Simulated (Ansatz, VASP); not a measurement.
# BeBrF in two plane-wave programs, part 2 of 3

One calculation is typed for both programs; each brings its own data sets. How far apart do they land? The cell is generated by rule, not measured, and may not be a known phase. Of the first pair: The cell is taken from a series of runs on this material, whose earlier steps may have relaxed, scaled, displaced or heated it; both programs get it as it stands.

VASP 6.6.1 and Ansatz 0.2.0.

So far: Starting point; VASP: zone-centre phonons, PBEsol.

## 2. VASP: zone-centre phonons, PBEsol (continued)

Level of this step: PBEsol; plane waves and PAW (Be, Br, F); invented cell (VASP).

Parts of OUTCAR (step 2):

```text
ion  position               nearest neighbor table
   1  0.923  0.747  0.247-   5 1.52   6 1.52   4 2.00
   2  0.077  0.247  0.747-   5 1.52   6 1.52   3 2.00
   3  0.258  0.097  0.597-   2 2.00
   4  0.742  0.597  0.097-   1 2.00
   5  0.000  0.060  0.060-   1 1.52   2 1.52
   6  0.000  0.560  0.560-   1 1.52   2 1.52

  LATTYP: Found a base centered orthorhombic cell.
 ALAT       =     5.0561930234
 B/A-ratio  =     1.9601540522
 C/A-ratio  =     1.4601821840

 Subroutine GETGRP returns: Found  4 space group operations
 (whereof  2 operations were pure point group operations)

The static configuration has the point symmetry C_2 .
 The point group associated with its full space group is C_2v.

 Found     21 irreducible k-points:

   k-points           NKPTS =     21   k-points in BZ     NKDIM =     21   number of bands    NBANDS=     22

   dimension x,y,z NGX =    60 NGY =   48 NGZ =   48
   dimension x,y,z NGXF=   120 NGYF=   96 NGZF=   96

   ENCUT  =  600.0 eV  44.10 Ry    6.64 a.u.  14.75 11.11 11.11*2*pi/ulx,y,z

   NELECT =      32.0000    total number of electrons

 k-points in reciprocal lattice and weights: Automatic mesh
   0.00000000  0.00000000  0.00000000       0.016
   0.25000000  0.00000000  0.00000000       0.031
   0.50000000  0.00000000  0.00000000       0.016
   0.00000000  0.25000000  0.00000000       0.062
   0.25000000  0.25000000  0.00000000       0.125
   0.50000000  0.25000000  0.00000000       0.062
   0.00000000  0.50000000  0.00000000       0.031
   0.25000000  0.50000000  0.00000000       0.062
   0.50000000  0.50000000  0.00000000       0.031
[...]
0.25000000  0.50000000  0.50000000       0.031
   0.50000000  0.50000000  0.50000000       0.016

 average (electrostatic) potential at core
       1 -42.2791       2 -42.2791       3 -66.3284       4 -66.3284       5 -83.3986
       6 -83.3986

  Total       -0.0416080      0.1440399     -0.0613333      0.0000000      0.0000000      0.0000000
  in kB       -0.3603701      1.2475417     -0.5312134      0.0000000      0.0000000      0.0000000
  external PRESSURE =       0.1186527 kB  Pullay stress =       0.0000000 kB

  energy-cutoff  :      600.00
  volume of cell :      184.99
      direct lattice vectors                 reciprocal lattice vectors
     7.382962972  0.000000000  0.000000000     0.135446975  0.000000000  0.000000000
     0.000000000  2.528096512  4.955458622     0.000000000  0.197777260  0.100898835
     0.000000000 -2.528096512  4.955458622     0.000000000 -0.197777260  0.100898835

 POSITION                                       TOTAL-FORCE (eV/Angst)
 -----------------------------------------------------------------------------------
      6.81218      1.26405      4.92788        -0.035136      0.000000      0.003629
      0.57078     -1.26405      4.92788         0.035136      0.000000      0.003629
[...]
2     0.47180    -1.31824     0.00000
    3     0.00000     0.00000    -0.79398

 Eigenvectors and eigenvalues of the dynamical matrix
 ----------------------------------------------------

   1 f  =   27.070921 THz   170.091612 2PiTHz  902.988722 cm-1   111.956282 meV
             X         Y         Z           dx          dy          dz
      6.812185  1.264048  4.927884     0.000000   -0.685787    0.000000
      0.570778 -1.264048  4.927884    -0.000000    0.685787    0.000000
      1.902769 -1.264048  3.434887     0.000000   -0.007907   -0.000000
      5.480194  1.264048  3.434887    -0.000000    0.007907   -0.000000
      0.000000  0.000000  0.589949     0.000000    0.000000    0.172145
      0.000000  0.000000  5.545408    -0.000000   -0.000000   -0.172145

   2 f  =   26.681199 THz   167.642918 2PiTHz  889.989002 cm-1   110.344523 meV
             X         Y         Z           dx          dy          dz
      6.812185  1.264048  4.927884     0.423870    0.000000    0.401842
      0.570778 -1.264048  4.927884     0.423870    0.000000   -0.401842
      1.902769 -1.264048  3.434887    -0.055363    0.000000    0.054405
      5.480194  1.264048  3.434887    -0.055363    0.000000   -0.054405
      0.000000  0.000000  0.589949    -0.178185   -0.347970    0.000000
      0.000000  0.000000  5.545408    -0.178185    0.347970    0.000000

   3 f  =   25.803979 THz   162.131184 2PiTHz  860.728105 cm-1   106.716636 meV
             X         Y         Z           dx          dy          dz
      6.812185  1.264048  4.927884     0.446346    0.000000    0.506259
      0.570778 -1.264048  4.927884    -0.446346   -0.000000    0.506259
      1.902769 -1.264048  3.434887     0.075190    0.000000   -0.082849
      5.480194  1.264048  3.434887    -0.075190   -0.000000   -0.082849
      0.000000  0.000000  0.589949    -0.000000   -0.000000   -0.178773
      0.000000  0.000000  5.545408    -0.000000    0.000000   -0.178773

   4 f  =   24.907144 THz   156.496201 2PiTHz  830.812894 cm-1   103.007624 meV
             X         Y         Z           dx          dy          dz
      6.812185  1.264048  4.927884     0.000000   -0.559937    0.000000
      0.570778 -1.264048  4.927884     0.000000   -0.559937   -0.000000
      1.902769 -1.264048  3.434887     0.000000   -0.002953    0.000000
      5.480194  1.264048  3.434887    -0.000000   -0.002953   -0.000000
      0.000000  0.000000  0.589949     0.181967    0.391599   -0.000000
      0.000000  0.000000  5.545408    -0.181967    0.391599   -0.000000

   5 f  =   15.426438 THz    96.927170 2PiTHz  514.570591 cm-1    63.798594 meV
             X         Y         Z           dx          dy          dz
      6.812185  1.264048  4.927884    -0.238283    0.000000   -0.252820
      0.570778 -1.264048  4.927884    -0.238283    0.000000    0.252820
      1.902769 -1.264048  3.434887     0.138978   -0.000000   -0.155536
      5.480194  1.264048  3.434887     0.138978   -0.000000    0.155536
      0.000000  0.000000  0.589949    -0.120942   -0.566718    0.000000
      0.000000  0.000000  5.545408    -0.120942    0.566718    0.000000

   6 f  =   10.418730 THz    65.462809 2PiTHz  347.531411 cm-1    43.088384 meV
             X         Y         Z           dx          dy          dz
      6.812185  1.264048  4.927884     0.429911    0.000000   -0.270119
      0.570778 -1.264048  4.927884    -0.429911   -0.000000   -0.270119
      1.902769 -1.264048  3.434887     0.178828    0.000000   -0.124426
      5.480194  1.264048  3.434887    -0.178828   -0.000000   -0.124426
      0.000000  0.000000  0.589949    -0.000000    0.000000    0.441306
      0.000000  0.000000  5.545408    -0.000000    0.000000    0.441306

   7 f  =    9.856498 THz    61.930202 2PiTHz  328.777374 cm-1    40.763181 meV
             X         Y         Z           dx          dy          dz
      6.812185  1.264048  4.927884    -0.401488    0.000000    0.432366
      0.570778 -1.264048  4.927884    -0.401488   -0.000000   -0.432366
      1.902769 -1.264048  3.434887    -0.032059    0.000000    0.125989
      5.480194  1.264048  3.434887    -0.032059    0.000000   -0.125989
      0.000000  0.000000  0.589949     0.340034   -0.139080    0.000000
      0.000000  0.000000  5.545408     0.340034    0.139080    0.000000

   8 f  =    7.921279 THz    49.770861 2PiTHz  264.225413 cm-1    32.759761 meV
             X         Y         Z           dx          dy          dz
      6.812185  1.264048  4.927884    -0.332786    0.000000    0.348774
      0.570778 -1.264048  4.927884     0.332786   -0.000000    0.348774
      1.902769 -1.264048  3.434887     0.190340    0.000000   -0.300093
      5.480194  1.264048  3.434887    -0.190340   -0.000000   -0.300093
      0.000000  0.000000  0.589949    -0.000000    0.000000    0.375933
      0.000000  0.000000  5.545408    -0.000000   -0.000000    0.375933

   9 f  =    6.942071 THz    43.618316 2PiTHz  231.562548 cm-1    28.710084 meV
             X         Y         Z           dx          dy          dz
      6.812185  1.264048  4.927884     0.000000   -0.166150   -0.000000
      0.570778 -1.264048  4.927884     0.000000    0.166150    0.000000
      1.902769 -1.264048  3.434887     0.000000   -0.157084   -0.000000
      5.480194  1.264048  3.434887    -0.000000    0.157084   -0.000000
      0.000000  0.000000  0.589949     0.000000   -0.000000   -0.669118
      0.000000  0.000000  5.545408     0.000000    0.000000    0.669118

  10 f  =    5.698641 THz    35.805619 2PiTHz  190.086213 cm-1    23.567676 meV
             X         Y         Z           dx          dy          dz
      6.812185  1.264048  4.927884     0.000000    0.306278   -0.000000
      0.570778 -1.264048  4.927884     0.000000    0.306278    0.000000
      1.902769 -1.264048  3.434887    -0.000000   -0.182437    0.000000
      5.480194  1.264048  3.434887    -0.000000   -0.182437   -0.000000
      0.000000  0.000000  0.589949     0.588477    0.163111    0.000000
      0.000000  0.000000  5.545408    -0.588477    0.163111    0.000000

  11 f  =    5.666908 THz    35.606232 2PiTHz  189.027698 cm-1    23.436437 meV
             X         Y         Z           dx          dy          dz
      6.812185  1.264048  4.927884     0.223414   -0.000000   -0.287623
      0.570778 -1.264048  4.927884     0.223414   -0.000000    0.287623
      1.902769 -1.264048  3.434887    -0.286467    0.000000    0.248526
      5.480194  1.264048  3.434887    -0.286467    0.000000   -0.248526
      0.000000  0.000000  0.589949     0.430290   -0.195911    0.000000
      0.000000  0.000000  5.545408     0.430290    0.195911   -0.000000

  12 f  =    1.177660 THz     7.399455 2PiTHz   39.282504 cm-1     4.870408 meV
             X         Y         Z           dx          dy          dz
      6.812185  1.264048  4.927884     0.072147   -0.000000    0.087811
      0.570778 -1.264048  4.927884    -0.072147   -0.000000    0.087811
      1.902769 -1.264048  3.434887    -0.652767   -0.000000   -0.125744
      5.480194  1.264048  3.434887     0.652767   -0.000000   -0.125744
      0.000000  0.000000  0.589949     0.000000   -0.000000    0.212527
      0.000000  0.000000  5.545408    -0.000000   -0.000000    0.212527

  13 f  =    0.702533 THz     4.414148 2PiTHz   23.433995 cm-1     2.905444 meV
             X         Y         Z           dx          dy          dz
      6.812185  1.264048  4.927884    -0.086273    0.000000   -0.070029
      0.570778 -1.264048  4.927884    -0.086273    0.000000    0.070029
      1.902769 -1.264048  3.434887     0.208484   -0.000000    0.626511
      5.480194  1.264048  3.434887     0.208484   -0.000000   -0.626511
      0.000000  0.000000  0.589949    -0.227263   -0.004804   -0.000000
      0.000000  0.000000  5.545408    -0.227263    0.004804   -0.000000
    [... 43 further lines ...]
      0.000000  0.000000  0.589949     0.346827   -0.495703   -0.000000
      0.000000  0.000000  5.545408    -0.346827   -0.495703   -0.000000

 MACROSCOPIC STATIC DIELECTRIC TENSOR IONIC CONTRIBUTION
 ------------------------------------------------------
           0.590315    -0.000000    -0.000000
          -0.000000     0.591232    -0.000000
           0.000000    -0.000000     0.472721
 ------------------------------------------------------

 ELASTIC MODULI CONTR FROM IONIC RELAXATION (kBar)
 Direction    XX          YY          ZZ          XY          YZ          ZX
 --------------------------------------------------------------------------------
 XX        -249.2652   -122.5871   -304.1603      0.0000      0.0000     -0.0000
 YY        -122.5871   -391.4649   -139.6716      0.0000     -0.0000      0.0000
 ZZ        -304.1603   -139.6716   -378.4570     -0.0000     -0.0000     -0.0000
 XY           0.0000      0.0000      0.0000   -148.5457     -0.0000      0.0000
 YZ          -0.0000     -0.0000     -0.0000      0.0000   -148.6439      0.0000
 ZX          -0.0000      0.0000      0.0000     -0.0000     -0.0000   -308.4269
 --------------------------------------------------------------------------------

 PIEZOELECTRIC TENSOR IONIC CONTR  for field in x, y, z        (C/m^2)
          XX          YY          ZZ          XY          YZ          ZX
  --------------------------------------------------------------------------------
  x    -0.00000     0.00000    -0.00000     0.00000    -0.00000    -0.01709
  y    -0.00000    -0.00000    -0.00000     0.00000     0.07942    -0.00000
  z    -0.03418     0.15698    -0.09222    -0.00000     0.00000    -0.00000
```

With imaginary modes the cell is no minimum, so the ionic parts of its dielectric, piezoelectric and elastic tensors have no meaning.

(Part 2 of 3 ends here.)

[Lines on the potential files, build, host, timing and source positions are cut from VASP's logs without a mark.]

[Logs are printed without paths, hosts, clocks, repeated set-up lines and the standing remarks that a program may print on its own settings, such as how far it seeks lower states.]

[Hosts, paths, dates, database ids (printed as entryN), source tags and the programs' standing remarks are cut or masked in the printed files.]
